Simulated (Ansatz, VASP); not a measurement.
# Cross-check of AlN between VASP and Ansatz, part 2 of 2

Aim: how closely do two programs agree when they are given the same cell, functional and k mesh? The cell is taken from a series of runs on this material, whose earlier steps may have relaxed, scaled, displaced or heated it; both programs get it as it stands.

VASP 6.6.1 and Ansatz 0.2.0.

So far: The starting structure; Ansatz: dielectric response, PBE.

### Step 3. VASP: dielectric response, PBE

Level of this step: PBE; plane waves and PAW (Al, N) (VASP).

The same cell, functional and mesh now go to VASP, with its own data sets.

Lines of VASP's logs that name or quote its potential files are left out, and so is its time.

Input file INCAR:

```
SYSTEM = AlN
PREC = Accurate
ENCUT = 520
EDIFF = 1E-08
NELM = 120
ISMEAR = 0
SIGMA = 0.01
LREAL = .FALSE.
ALGO = Normal
GGA = PE
NBANDS = 10
LORBIT = 11
LWAVE = .FALSE.
LCHARG = .FALSE.
ISIF = 2
LEPSILON = .TRUE.
LASPH = .TRUE.
GGA_COMPAT = .FALSE.
EFERMI = MIDGAP
```

Input file POSCAR:

```
AlN
1.0
    0.0000000000      2.1839935596      2.1839935596
    2.1839935596      0.0000000000      2.1839935596
    2.1839935596      2.1839935596      0.0000000000
Al N
1 1
Direct
    0.0000000000      0.0000000000      0.0000000000
    0.7500000000      0.7500000000      0.7500000000
```

Input file KPOINTS:

```
Automatic mesh
0
Gamma
8 8 8
0 0 0
```

The projector-augmented-wave data sets are Al and N (PBE family, release 64).

On the command line:

```console
$ mpirun -np 1 vasp_std
```

Numbers of over 12 decimals in the logs are rounded to 6 here.

The program printed:

```text
[banner, memory and clock lines left out]
running    1 mpi-ranks, on    1 nodes
 distrk:  each k-point on    1 cores,    1 groups
 distr:  one band on    1 cores,    1 groups

 POSCAR found type information on POSCAR AlN
 POSCAR found :  2 types and       2 ions
 LDA part: xc-table for (Slater+PW92), standard interpolation
 POSCAR, INCAR and KPOINTS ok, starting setup
 FFT: planning ... GRIDC
 FFT: planning ... GRID_SOFT
 FFT: planning ... GRID
 WAVECAR not read
 entering main loop
       N       E                     dE             d eps       ncg     rms          rms(c)
DAV:   1     0.128841533517E+02    0.12884E+02   -0.39297E+03   580   0.662E+02
DAV:   2    -0.162302630688E+02   -0.29114E+02   -0.28291E+02   720   0.147E+02
DAV:   3    -0.172155456460E+02   -0.98528E+00   -0.98365E+00   682   0.264E+01
DAV:   4    -0.172208737354E+02   -0.53281E-02   -0.53278E-02   654   0.216E+00
DAV:   5    -0.172209428283E+02   -0.69093E-04   -0.69093E-04   662   0.237E-01    0.863E+00
DAV:   6    -0.148529071785E+02    0.23680E+01   -0.12374E+01   648   0.190E+01    0.287E+00
DAV:   7    -0.148466387989E+02    0.62684E-02   -0.14295E-01   620   0.323E+00    0.203E+00
DAV:   8    -0.148411220204E+02    0.55168E-02   -0.23390E-02   598   0.164E+00    0.508E-01
DAV:   9    -0.148402610437E+02    0.86098E-03   -0.23261E-03   662   0.315E-01    0.222E-01
DAV:  10    -0.148403308516E+02   -0.69808E-04   -0.36109E-04   628   0.130E-01    0.156E-02
DAV:  11    -0.148403370094E+02   -0.61578E-05   -0.10689E-05   662   0.244E-02    0.130E-02
DAV:  12    -0.148403370528E+02   -0.43386E-07   -0.59383E-07   642   0.646E-03    0.116E-03
DAV:  13    -0.148403370594E+02   -0.66236E-08   -0.44794E-08   646   0.118E-03
   1 F= -.14840337E+02 E0= -.14840337E+02  d E =0.000000E+00
 Linear response reoptimize wavefunctions to high precision
DAV:   1    -0.148403370639E+02   -0.44986E-08   -0.19468E-09   618   0.416E-04
DAV:   2    -0.148403370639E+02    0.29502E-10   -0.20969E-11   322   0.397E-05
 Linear response G [H, r] |phi>, progress :
  Direction:   1
       N       E                     dE             d eps       ncg     rms
RMM:   1    -0.352441622642E+02   -0.35244E+02   -0.70574E-01  1392   0.504E+01
RMM:   2    -0.312599782210E+02    0.39842E+01   -0.12617E+00   938   0.986E+00
RMM:   3    -0.312674414752E+02   -0.74633E-02   -0.15973E-02   946   0.101E+00
RMM:   4    -0.312675252321E+02   -0.83757E-04   -0.32232E-04   988   0.136E-01
RMM:   5    -0.312675180195E+02    0.72127E-05    0.89260E-07  1003   0.190E-02
RMM:   6    -0.312675181166E+02   -0.97134E-07    0.66206E-06  1041   0.309E-03
RMM:   7    -0.312675178683E+02    0.24826E-06    0.10721E-05  1053   0.626E-04
RMM:   8    -0.312675178571E+02    0.11217E-07    0.19016E-05   924   0.270E-04
RMM:   9    -0.312675178984E+02   -0.41280E-07    0.12479E-05   751   0.224E-04
RMM:  10    -0.312675177511E+02    0.14736E-06    0.29429E-05   693   0.225E-04
RMM:  11    -0.312675175422E+02    0.20881E-06    0.44930E-05   581   0.225E-04
RMM:  12    -0.312675176921E+02   -0.14986E-06    0.33162E-05   488   0.226E-04
 Linear response G [H, r] |phi>, progress :
  Direction:   2
       N       E                     dE             d eps       ncg     rms
RMM:   1    -0.331687226468E+02   -0.33169E+02    0.11435E+00  1388   0.491E+01
RMM:   2    -0.310980185119E+02    0.20707E+01   -0.10594E+00   932   0.918E+00
RMM:   3    -0.311086970045E+02   -0.10678E-01   -0.13586E-02   946   0.949E-01
RMM:   4    -0.311088339485E+02   -0.13694E-03   -0.32599E-04   992   0.132E-01
RMM:   5    -0.311088265878E+02    0.73606E-05   -0.23634E-05  1012   0.184E-02
RMM:   6    -0.311088267873E+02   -0.19946E-06   -0.19866E-05  1041   0.305E-03
RMM:   7    -0.311088264131E+02    0.37416E-06   -0.17279E-05  1046   0.662E-04
RMM:   8    -0.311088263648E+02    0.48311E-07   -0.20908E-05   918   0.327E-04
RMM:   9    -0.311088263102E+02    0.54600E-07   -0.12913E-05   756   0.288E-04
RMM:  10    -0.311088261665E+02    0.14373E-06   -0.12312E-06   675   0.289E-04
RMM:  11    -0.311088259765E+02    0.18995E-06    0.26626E-05   589   0.289E-04
RMM:  12    -0.311088260786E+02   -0.10205E-06    0.39772E-06   478   0.291E-04
 Linear response G [H, r] |phi>, progress :
  Direction:   3
       N       E                     dE             d eps       ncg     rms
RMM:   1    -0.265753589386E+02   -0.26575E+02    0.86094E+01  1302   0.498E+01
RMM:   2    -0.251244221109E+02    0.14509E+01   -0.11566E+00   927   0.909E+00
RMM:   3    -0.251343357075E+02   -0.99136E-02   -0.12809E-02   938   0.904E-01
RMM:   4    -0.251345825533E+02   -0.24685E-03   -0.19106E-04   976   0.121E-01
RMM:   5    -0.251345853773E+02   -0.28240E-05   -0.46492E-06   997   0.169E-02
RMM:   6    -0.251345854939E+02   -0.11661E-06   -0.35726E-07  1013   0.293E-03
RMM:   7    -0.251345854991E+02   -0.52362E-08   -0.45931E-07   995   0.711E-04
RMM:   8    -0.251345854940E+02    0.51128E-08   -0.11333E-06   912   0.374E-04
RMM:   9    -0.251345854673E+02    0.26704E-07    0.82647E-07   709   0.331E-04
RMM:  10    -0.251345854700E+02   -0.27154E-08   -0.17767E-07   674   0.330E-04
RMM:  11    -0.251345854648E+02    0.51957E-08   -0.18341E-06   556   0.331E-04
RMM:  12    -0.251345854649E+02   -0.29107E-10   -0.27219E-06   437   0.329E-04
 Linear response to external field (no local field effect), progress :
  Direction:   1
       N       E                     dE             d eps       ncg     rms          rms(c)
RMM:   1    -0.248768583196E+00   -0.24877E+00   -0.93306E-01  1286   0.236E+00
RMM:   2    -0.255607373590E+00   -0.68388E-02   -0.20729E-03   940   0.324E-01
RMM:   3    -0.255628964502E+00   -0.21591E-04   -0.29553E-05   954   0.342E-02
RMM:   4    -0.255629486969E+00   -0.52247E-06   -0.56868E-07   989   0.465E-03
RMM:   5    -0.255629491479E+00   -0.45096E-08   -0.23992E-08   962   0.754E-04
 change of polarisation eV/A/(eV/A) component  1 :     0.511     0.198     0.038
 dielectric tensor                  component  1 :     5.440     1.720     0.327
 Linear response to external field (no local field effect), progress :
  Direction:   2
       N       E                     dE             d eps       ncg     rms          rms(c)
RMM:   1    -0.237455250916E+00   -0.23746E+00   -0.88084E-01  1286   0.224E+00
RMM:   2    -0.244324752023E+00   -0.68695E-02   -0.20953E-03   937   0.321E-01
RMM:   3    -0.244346451573E+00   -0.21700E-04   -0.29989E-05   958   0.341E-02
RMM:   4    -0.244346990820E+00   -0.53925E-06   -0.57195E-07   995   0.461E-03
RMM:   5    -0.244346995873E+00   -0.50531E-08   -0.23293E-08   962   0.760E-04
 change of polarisation eV/A/(eV/A) component  2 :     0.198     0.489    -0.037
 dielectric tensor                  component  2 :     1.720     5.244    -0.318
 Linear response to external field (no local field effect), progress :
  Direction:   3
       N       E                     dE             d eps       ncg     rms          rms(c)
RMM:   1    -0.141963758686E+00   -0.14196E+00   -0.41824E-01  1260   0.190E+00
RMM:   2    -0.145195697133E+00   -0.32319E-02   -0.11238E-03   927   0.241E-01
RMM:   3    -0.145206788779E+00   -0.11092E-04   -0.14723E-05   946   0.239E-02
RMM:   4    -0.145207041165E+00   -0.25239E-06   -0.25985E-07   960   0.322E-03
RMM:   5    -0.145207044820E+00   -0.36548E-08   -0.76017E-09   951   0.513E-04
 change of polarisation eV/A/(eV/A) component  3 :     0.038    -0.037     0.290
 dielectric tensor                  component  3 :     0.327    -0.317     3.522
 Linear response to external field, progress :
  Direction:   1
       N       E                     dE             d eps       ncg     rms          rms(c)
RMM:   1    -0.209456942704E+00   -0.20946E+00   -0.74466E-01  4198   0.216E+00
RMM:   2    -0.215042712851E+00   -0.55858E-02   -0.17667E-03  3051   0.295E-01    0.684E-01
RMM:   3    -0.211997505892E+00    0.30452E-02   -0.29361E-03  2962   0.368E-01    0.416E-01
RMM:   4    -0.225008816918E+00   -0.13011E-01   -0.46698E-03  3083   0.476E-01    0.640E-02
RMM:   5    -0.227405496925E+00   -0.23967E-02   -0.89907E-05  3086   0.769E-02    0.107E-02
RMM:   6    -0.227555432014E+00   -0.14994E-03   -0.13368E-06  3212   0.958E-03    0.465E-03
RMM:   7    -0.227681941080E+00   -0.12651E-03   -0.53144E-07  3133   0.618E-03    0.337E-04
RMM:   8    -0.227682145093E+00   -0.20401E-06   -0.22309E-09  3329   0.429E-04    0.117E-04
RMM:   9    -0.227682569266E+00   -0.42417E-06   -0.14496E-09  2905   0.254E-04    0.118E-05
RMM:  10    -0.227682574876E+00   -0.56097E-08   -0.55031E-10  2001   0.335E-05    0.480E-06
 change of polarisation eV/A/(eV/A) component  1 :     0.413     0.085     0.047
 dielectric tensor                  component  1 :     4.591     0.737     0.408
 Linear response to external field, progress :
  Direction:   2
       N       E                     dE             d eps       ncg     rms          rms(c)
RMM:   1    -0.209453593628E+00   -0.20945E+00   -0.74462E-01  4198   0.216E+00
RMM:   2    -0.215042738128E+00   -0.55891E-02   -0.17666E-03  3049   0.295E-01    0.684E-01
RMM:   3    -0.211997931005E+00    0.30448E-02   -0.29362E-03  2965   0.368E-01    0.416E-01
RMM:   4    -0.225008827779E+00   -0.13011E-01   -0.46704E-03  3083   0.476E-01    0.640E-02
RMM:   5    -0.227405525540E+00   -0.23967E-02   -0.90025E-05  3086   0.769E-02    0.107E-02
RMM:   6    -0.227555311220E+00   -0.14979E-03   -0.13629E-06  3211   0.957E-03    0.466E-03
RMM:   7    -0.227681965604E+00   -0.12665E-03   -0.53923E-07  3135   0.618E-03    0.337E-04
RMM:   8    -0.227682149014E+00   -0.18341E-06   -0.36319E-09  3339   0.425E-04    0.121E-04
RMM:   9    -0.227682586300E+00   -0.43729E-06   -0.14510E-09  2913   0.259E-04    0.908E-06
 change of polarisation eV/A/(eV/A) component  2 :     0.076     0.413     0.048
 dielectric tensor                  component  2 :     0.661     4.591     0.420
 Linear response to external field, progress :
  Direction:   3
       N       E                     dE             d eps       ncg     rms          rms(c)
RMM:   1    -0.209459828258E+00   -0.20946E+00   -0.74468E-01  4198   0.216E+00
RMM:   2    -0.215042726839E+00   -0.55829E-02   -0.17668E-03  3051   0.294E-01    0.684E-01
RMM:   3    -0.211997521361E+00    0.30452E-02   -0.29360E-03  2962   0.368E-01    0.416E-01
RMM:   4    -0.225008812977E+00   -0.13011E-01   -0.46697E-03  3083   0.476E-01    0.640E-02
RMM:   5    -0.227405421360E+00   -0.23966E-02   -0.89897E-05  3086   0.769E-02    0.107E-02
RMM:   6    -0.227555377019E+00   -0.14996E-03   -0.13371E-06  3213   0.957E-03    0.466E-03
RMM:   7    -0.227681964487E+00   -0.12659E-03   -0.53178E-07  3135   0.618E-03    0.337E-04
RMM:   8    -0.227682148381E+00   -0.18389E-06   -0.19686E-09  3332   0.424E-04    0.121E-04
RMM:   9    -0.227682587243E+00   -0.43886E-06   -0.57333E-10  2909   0.259E-04    0.904E-06
 change of polarisation eV/A/(eV/A) component  3 :     0.059     0.073     0.413
 dielectric tensor                  component  3 :     0.515     0.630     4.591
 Born effective charges drift removed
```

Parts of OUTCAR (step 3):

```text
ion  position               nearest neighbor table
   1  0.000  0.000  0.000-   2 1.89   2 1.89   2 1.89   2 1.89
   2  0.750  0.750  0.750-   1 1.89   1 1.89   1 1.89   1 1.89

  LATTYP: Found a face centered cubic cell.
 ALAT       =     4.3679871192

 Subroutine GETGRP returns: Found 24 space group operations
 (whereof 24 operations were pure point group operations)

The static configuration has the point symmetry T_d .

 Found     29 irreducible k-points:

   k-points           NKPTS =     29   k-points in BZ     NKDIM =     29   number of bands    NBANDS=     10

   dimension x,y,z NGX =    24 NGY =   24 NGZ =   24
   dimension x,y,z NGXF=    48 NGYF=   48 NGZF=   48

   ENCUT  =  520.0 eV  38.22 Ry    6.18 a.u.   5.74  5.74  5.74*2*pi/ulx,y,z

   NELECT =       8.0000    total number of electrons

 k-points in reciprocal lattice and weights: Automatic mesh
   0.00000000  0.00000000  0.00000000       0.002
   0.12500000  0.00000000  0.00000000       0.016
   0.25000000  0.00000000  0.00000000       0.016
   0.37500000  0.00000000  0.00000000       0.016
   0.50000000  0.00000000  0.00000000       0.008
   0.12500000  0.12500000  0.00000000       0.012
   0.25000000  0.12500000  0.00000000       0.047
   0.37500000  0.12500000  0.00000000       0.047
   0.50000000  0.12500000  0.00000000       0.047
[...]
-0.37500000  0.50000000  0.12500000       0.023
  -0.25000000  0.50000000  0.25000000       0.012

 average (electrostatic) potential at core
       1 -71.6198       2 -59.9306

  Total        0.5981389      0.5981389      0.5981389      0.0000000      0.0000000      0.0000000
  in kB       45.9968981     45.9968981     45.9968981      0.0000000      0.0000000      0.0000000
  external PRESSURE =      45.9968981 kB  Pullay stress =       0.0000000 kB

  energy-cutoff  :      520.00
  volume of cell :       20.83
      direct lattice vectors                 reciprocal lattice vectors
     0.000000000  2.183993560  2.183993560    -0.228938404  0.228938404  0.228938404
     2.183993560  0.000000000  2.183993560     0.228938404 -0.228938404  0.228938404
     2.183993560  2.183993560  0.000000000     0.228938404  0.228938404 -0.228938404

 POSITION                                       TOTAL-FORCE (eV/Angst)
 -----------------------------------------------------------------------------------
      0.00000      0.00000      0.00000         0.000000      0.000000      0.000000
      3.27599      3.27599      3.27599        -0.000000     -0.000000     -0.000000
 -----------------------------------------------------------------------------------
    total drift:                               -0.000000     -0.000000     -0.000000

 MACROSCOPIC STATIC DIELECTRIC TENSOR (including local field effects in DFT)
 ------------------------------------------------------
           4.590997     0.000000    -0.000000
           0.000000     4.590997    -0.000000
          -0.000000     0.000000     4.590997
 ------------------------------------------------------

 PIEZOELECTRIC TENSOR (including local field effects)  for field in x, y, z        (C/m^2)
          XX          YY          ZZ          XY          YZ          ZX
  --------------------------------------------------------------------------------
  x    -0.00000     0.00000     0.00000     0.00000     0.62162     0.00000
  y    -0.00000     0.00000    -0.00000     0.00000     0.00000     0.62162
  z     0.00000     0.00000     0.00000     0.62162     0.00000     0.00000

 BORN EFFECTIVE CHARGES (including local field effects) (in |e|, cummulative output)
 ---------------------------------------------------------------------------------
 ion    1
    1     2.53510    -0.00000     0.00000
    2     0.00000     2.53510    -0.00000
    3     0.00000     0.00000     2.53510
 ion    2
    1    -2.53510     0.00000    -0.00000
    2     0.00000    -2.53510     0.00000
    3     0.00000     0.00000    -2.53510
```

### Step 4. Differences

Known differences besides the potentials themselves: fixed occupations in Ansatz, narrow Gaussian smearing in VASP; VASP's response is taken on the typed mesh, Ansatz refines its own for the field response alone; the cutoff is 420 eV in Ansatz and 520 eV in VASP. Total energies have different zeros and are not compared.

Both answers:

| quantity | Ansatz | VASP | difference |
| --- | --- | --- | --- |
| ε∞ xx | 4.58 | 4.59 | -0.27 % |
| ε∞ yy | 4.58 | 4.59 | -0.27 % |
| ε∞ zz | 4.58 | 4.59 | -0.27 % |
| Born charge of Al1 (mean of the diagonal) (e) | 2.54 | 2.54 | +0.01 |
| Born charge of N2 (mean of the diagonal) (e) | -2.54 | -2.54 | -0.01 |

### Step 5. Outcome

| Property | Result |
| --- | --- |
| difference in ε∞ xx (dielectric response, PBE) | -0.27 % |

The difference in ε∞ xx is -0.27 % (dielectric response, PBE), within the 5 % picked in this series as the mark of a large difference. How closely two codes agree says nothing of how well the functional describes the real material.

[Lines on the potential files, build, host, timing and source positions are cut from VASP's logs without a mark.]

[Logs are printed without paths, hosts, clocks, repeated set-up lines and the standing remarks that a program may print on its own settings, such as how far it seeks lower states.]

[Hosts, paths, dates, database ids (printed as entryN), source tags and the programs' standing remarks are cut or masked in the printed files.]
